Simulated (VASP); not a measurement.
Output of a VASP run:

**OUTCAR**
```
 ion  position               nearest neighbor table
   1  0.000  0.000  0.000-   3 2.98   4 2.98   5 2.98   3 2.98   4 2.98   4 2.98   5 2.98   4 2.98
                             3 2.98   5 2.98   3 2.98   5 2.98   2 3.65   2 3.65   2 3.65   2 3.65
   2  0.500  0.500  0.500-   3 2.11   4 2.11   5 2.11   5 2.11   3 2.11   4 2.11   1 3.65   1 3.65
                             1 3.65   1 3.65   1 3.65   1 3.65   1 3.65   1 3.65
   3  0.500  0.000  0.500-   2 2.11   2 2.11   1 2.98   1 2.98   1 2.98   1 2.98
   4  0.000  0.500  0.500-   2 2.11   2 2.11   1 2.98   1 2.98   1 2.98   1 2.98
   5  0.500  0.500  0.000-   2 2.11   2 2.11   1 2.98   1 2.98   1 2.98   1 2.98
  LATTYP: Found a simple cubic cell.
 ALAT       =     4.2139471117
 Subroutine PRICEL returns:
 Original cell was already a primitive cell.
 Subroutine GETGRP returns: Found 48 space group operations
The static configuration has the point symmetry O_h .
The dynamic configuration has the point symmetry O_h .
The overall configuration has the point symmetry O_h .
 Subroutine INISYM returns: Found 48 space group operations
 Subroutine IBZKPT returns following result:
 Found     10 irreducible k-points:

 Following reciprocal coordinates:
            Coordinates               Weight
  0.000000  0.000000  0.000000      1.000000
  0.200000  0.000000  0.000000      6.000000
  0.400000  0.000000  0.000000      6.000000
  0.200000  0.200000  0.000000     12.000000
  0.400000  0.200000  0.000000     24.000000
  0.400000  0.400000  0.000000     12.000000
  0.200000  0.200000  0.200000      8.000000
  0.400000  0.200000  0.200000     24.000000
  0.400000  0.400000  0.200000     24.000000
  0.400000  0.400000  0.400000      8.000000
   k-points           NKPTS =     10   k-points in BZ     NKDIM =     10   number of bands    NBANDS=     48
   number of dos      NEDOS =    301   number of ions     NIONS =      5
   total plane-waves  NPLWV =  32768
   dimension x,y,z NGX =    32 NGY =   32 NGZ =   32
   dimension x,y,z NGXF=    64 NGYF=   64 NGZF=   64
   ions per type =               1   1   3
   PREC   = accura    normal or accurate (medium, high low for compatibility)
   ISTART =      0    job   : 0-new  1-cont  2-samecut
   ICHARG =      2    charge: 1-file 2-atom 10-const
   ISPIN  =      1    spin polarized calculation?
   LNONCOLLINEAR =      T non collinear calculations
   LSORBIT =      T    spin-orbit coupling
   INIWAV =      1    electr: 0-lowe 1-rand  2-diag
   ENCUT  =  520.0 eV  38.22 Ry    6.18 a.u.   7.84  7.84  7.84*2*pi/ulx,y,z
   NELM   =    100;   NELMIN=  2; NELMDL= -5     # of ELM steps
   EDIFF  = 0.1E-05   stopping-criterion for ELM
   LREAL  =      F    real-space projection
   NLSPLINE    = F    spline interpolate recip. space projectors
   LMAXMIX     =    4 max onsite mixed and CHGCAR
   VOSKOWN=      0    Vosko Wilk Nusair interpolation
   EDIFFG = 0.1E-04   stopping-criterion for IOM
   NSW    =      0    number of steps for IOM
   NBLOCK =      1;   KBLOCK =      1    inner block; outer block
   IBRION =     -1    ionic relax: 0-MD 1-quasi-New 2-CG
   NFREE  =      0    steps in history (QN), initial steepest desc. (CG)
   ISIF   =      2    stress and relaxation
   ISYM   =      2    0-nonsym 1-usesym 2-fastsym
   TEIN   =    0.0    initial temperature
   TEBEG  =    0.0;   TEEND  =   0.0 temperature during run
   SMASS  =  -3.00    Nose mass-parameter (am)
   PSTRESS=    0.0 pullay stress
   NELECT =      40.0000    total number of electrons
   EFERMI =   0.00;   METHOD = LEGACY
   ISMEAR =     0;   SIGMA  =   0.05  broadening in eV -4-tet -1-fermi 0-gaus
   IALGO  =     38    algorithm
   LDIAG  =      T    sub-space diagonalisation (order eigenvalues)
   IMIX   =      4    mixing-type and parameters
     AMIX     =   0.40;   BMIX     =  1.00
     AMIX_MAG =   1.60;   BMIX_MAG =  1.00
     AMIN     =   0.10
   METAGGA = R2SCAN    functional components
   VOSKOWN =     0    Vosko Wilk Nusair interpolation
   LHFCALC =     F    Hartree Fock is set to
   LHFONE  =     F    Hartree Fock one center treatment
   AEXX    =    0.0000 exact exchange contribution
   IVDW    =     0    specifies the selected vdW correction
   LEPSILON=     F    determine dielectric tensor
   LRPA    =     F    only Hartree local field effects (RPA)
...
```

**OSZICAR**
```
       N       E                     dE             d eps       ncg     rms          rms(c)
DAV:   1     0.306779791164E+03    0.30678E+03   -0.22220E+04   960   0.168E+03
DAV:   2    -0.765827419040E+02   -0.38336E+03   -0.37097E+03  1216   0.421E+02
DAV:   3    -0.105471019981E+03   -0.28888E+02   -0.28760E+02  1328   0.111E+02
DAV:   4    -0.107413014925E+03   -0.19420E+01   -0.19399E+01  1520   0.223E+01
DAV:   5    -0.107502776946E+03   -0.89762E-01   -0.89753E-01  1312   0.316E+00    0.303E+01
DAV:   6    -0.855522225938E+02    0.21951E+02   -0.28383E+01  1280   0.405E+01    0.116E+01
DAV:   7    -0.843026017331E+02    0.12496E+01   -0.25778E+00  1192   0.131E+01    0.441E+00
DAV:   8    -0.877151240907E+02   -0.34125E+01   -0.15839E+00  1072   0.110E+01    0.210E+00
DAV:   9    -0.848395753715E+02    0.28755E+01   -0.98060E-01  1008   0.846E+00    0.471E-01
DAV:  10    -0.851546131306E+02   -0.31504E+00   -0.22210E-01  1144   0.363E+00    0.603E-01
DAV:  11    -0.851534972378E+02    0.11159E-02   -0.87779E-03  1400   0.543E-01    0.642E-01
DAV:  12    -0.851676458936E+02   -0.14149E-01   -0.75300E-03  1080   0.852E-01    0.497E-01
DAV:  13    -0.853443095033E+02   -0.17666E+00   -0.91632E-02  1000   0.290E+00    0.352E-01
DAV:  14    -0.853447364014E+02   -0.42690E-03   -0.23416E-03  1344   0.329E-01    0.309E-01
DAV:  15    -0.853476949746E+02   -0.29586E-02   -0.56901E-04  1192   0.232E-01    0.290E-01
DAV:  16    -0.853493598662E+02   -0.16649E-02   -0.32214E-04  1344   0.169E-01    0.214E-01
DAV:  17    -0.853509986082E+02   -0.16387E-02   -0.11164E-03  1064   0.334E-01    0.153E-01
DAV:  18    -0.853510140926E+02   -0.15484E-04   -0.56428E-05  1280   0.754E-02    0.141E-01
DAV:  19    -0.853510980079E+02   -0.83915E-04   -0.61688E-05  1104   0.718E-02    0.114E-01
DAV:  20    -0.853510845509E+02    0.13457E-04   -0.22378E-05  1272   0.363E-02    0.102E-01
DAV:  21    -0.853510729994E+02    0.11551E-04   -0.30348E-06  1112   0.170E-02    0.896E-02
DAV:  22    -0.853510420090E+02    0.30990E-04   -0.16403E-05  1160   0.332E-02    0.565E-02
DAV:  23    -0.853510398335E+02    0.21756E-05   -0.12110E-05  1296   0.248E-02    0.398E-02
DAV:  24    -0.853510346068E+02    0.52267E-05   -0.36690E-06  1104   0.129E-02    0.290E-02
DAV:  25    -0.853510301496E+02    0.44573E-05   -0.79742E-06  1216   0.181E-02    0.135E-02
DAV:  26    -0.853510301806E+02   -0.31006E-07   -0.50774E-06  1192   0.141E-02
   1 F= -.85351030E+02 E0= -.85351030E+02  d E =-.579426E-14  mag=    -0.0000     0.0000    -0.0000
       N       E                     dE             ncg
       N       E                     dE             ncg
       N       E                     dE             ncg
       N       E                     dE             ncg
       N       E                     dE             ncg
```

**OUTCAR**
```
------------------------ aborting loop because EDIFF is reached ----------------------------------------
  FORCE on cell =-STRESS in cart. coord.  units (eV):
  Direction    XX          YY          ZZ          XY          YZ          ZX
  --------------------------------------------------------------------------------------
  Total        0.0047102      0.0047102      0.0047102      0.0000000     -0.0000000     -0.0000000
  in kB        0.1008526      0.1008526      0.1008526      0.0000000     -0.0000000     -0.0000000
  external PRESSURE =       0.1008526 kB  Pullay stress =       0.0000000 kB
  volume of cell :       74.83
      direct lattice vectors                 reciprocal lattice vectors
     4.213947112  0.000000000  0.000000000     0.237307202  0.000000000  0.000000000
     0.000000000  4.213947112  0.000000000     0.000000000  0.237307202  0.000000000
     0.000000000  0.000000000  4.213947112     0.000000000  0.000000000  0.237307202
 POSITION                                       TOTAL-FORCE (eV/Angst)
 -----------------------------------------------------------------------------------
      0.00000      0.00000      0.00000         0.000000      0.000000      0.000000
      2.10697      2.10697      2.10697         0.000000      0.000000      0.000000
      2.10697      0.00000      2.10697         0.000000      0.000000      0.000000
      0.00000      2.10697      2.10697         0.000000      0.000000      0.000000
      2.10697      2.10697      0.00000         0.000000      0.000000      0.000000
 -----------------------------------------------------------------------------------
    total drift:                                0.000000     -0.000000     -0.000000
  FREE ENERGIE OF THE ION-ELECTRON SYSTEM (eV)
  ---------------------------------------------------
  free  energy   TOTEN  =       -85.3510301806 eV

  energy  without entropy=      -85.3510301806  energy(sigma->0) =      -85.35103018

 Ion:    1  E_soc:     -0.3626517

 Ion:    2  E_soc:     -0.1263727

 Ion:    3  E_soc:     -0.0002935

 Ion:    4  E_soc:     -0.0002935

 Ion:    5  E_soc:     -0.0002935
```
(Selected blocks of OUTCAR.)

**POSCAR**
```
BaZrO3
1
    4.2139471117    -0.0000000000     0.0000000000
   -0.0000000000     4.2139471117    -0.0000000000
   -0.0000000000    -0.0000000000     4.2139471117
Ba Zr O
1 1 3
Direct
  0.0000000000   0.0000000000   0.0000000000
  0.5000000000   0.5000000000   0.5000000000
  0.5000000000   0.0000000000   0.5000000000
  0.0000000000   0.5000000000   0.5000000000
  0.5000000000   0.5000000000   0.0000000000
```

Q: Write an INCAR and KPOINTS that could have produced this output.

A: Several could match; the one computed here: the input of the run itself, r2SCAN meta-GGA with spin-orbit coupling, plane waves, VASP's PBE PAW potentials (set 64).

**KPOINTS**
```
Automatic mesh
0
Gamma
5 5 5
0 0 0
```

KPOINTS_OPT:
```
k-points along high-symmetry lines
8
Line-mode
Reciprocal
  0.000000   0.000000   0.000000 ! GAMMA
  0.000000   0.500000   0.000000 ! X

  0.000000   0.500000   0.000000 ! X
  0.500000   0.500000   0.000000 ! M

  0.500000   0.500000   0.000000 ! M
  0.000000   0.000000   0.000000 ! GAMMA

  0.000000   0.000000   0.000000 ! GAMMA
  0.500000   0.500000   0.500000 ! R

  0.500000   0.500000   0.500000 ! R
  0.000000   0.500000   0.000000 ! X

  0.500000   0.500000   0.500000 ! R
  0.500000   0.500000   0.000000 ! M
```

INCAR:
```
# general
SYSTEM     = BaZrO3
PREC       = Accurate
ENCUT      = 520   # plane-wave cut-off (eV)
LREAL      = .FALSE.
LASPH      = .TRUE.

# electronic loop
EDIFF      = 1E-6
NELM       = 100
ALGO       = Normal
LMAXMIX    = 4
LMIXTAU    = .TRUE.

# smearing
ISMEAR     = 0   # Gaussian
SIGMA      = 0.05   # width (eV)

# functional
METAGGA    = R2SCAN
GGA_COMPAT = .FALSE.

# spin
MAGMOM     = 15*0
LSORBIT    = .TRUE.

# output
LWAVE      = .FALSE.
LCHARG     = .FALSE.
```

POTCAR, in this order: Ba_sv Zr_sv O (PBE.64 set). Program: vasp_ncl.

The compound is BaZrO3 in the cubic perovskite structure. It was relaxed first.
